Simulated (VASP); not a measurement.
These are PW91 GGA, VASP's PBE PAW potentials (set 64) (plane waves; VASP) values and carry that method's errors.

A VASP calculation is set up with these files.

KPOINTS:
```
Regular mesh
0
gamma
  5 5 5
```

POSCAR:
```
Na2S
1
    0.0000000000     3.2799309307     3.2799309307
    3.2799309307     0.0000000000     3.2799309307
    3.2799309307     3.2799309307    -0.0000000000
Na S
2 1
Direct
  0.2500000000   0.2500000000   0.2500000000
  0.7500000000   0.7500000000   0.7500000000
  0.0000000000   0.0000000000   1.0000000000
```

**INCAR**
```
ALGO = Normal
EDIFF = 1E-6
EDIFFG = -0.02
ENCUT = 520
GGA = 91
IBRION = 2
ISIF = 3
ISMEAR = 0
LASPH = .TRUE.
LCHARG = .FALSE.
LREAL = .FALSE.
LWAVE = .FALSE.
NELM = 100
NSW = 60
PREC = Accurate
SIGMA = 0.05
SYSTEM = Na2S
```

POTCAR, in this order: Na_pv S (PBE.64 set). Program: vasp_std.

Problem. Estimate the energy per atom (σ→0), band gap (on the k-mesh).

Solution. 
energy per atom (σ→0): -3.352 eV/atom
band gap (on the k-mesh): 2.47 eV

OSZICAR:
```
...
DAV:   7    -0.100473407541E+02    0.55242E-01   -0.23477E-01   304   0.253E+00    0.194E+00
DAV:   8    -0.100535081026E+02   -0.61673E-02   -0.16869E-02   316   0.129E+00    0.580E-01
DAV:   9    -0.100533786195E+02    0.12948E-03   -0.11204E-03   346   0.266E-01    0.346E-01
DAV:  10    -0.100548347620E+02   -0.14561E-02   -0.23967E-03   280   0.318E-01    0.106E-01
DAV:  11    -0.100548449217E+02   -0.10160E-04   -0.61437E-05   352   0.885E-02    0.125E-02
DAV:  12    -0.100548706202E+02   -0.25698E-04   -0.42050E-05   286   0.361E-02    0.249E-02
DAV:  13    -0.100548697731E+02    0.84712E-06   -0.42306E-06   352   0.119E-02
   1 F= -.10054870E+02 E0= -.10054870E+02  d E =-.100549E+02
```

The compound is Na2S in the antifluorite structure. It was relaxed first. The start is the result of an earlier pass.
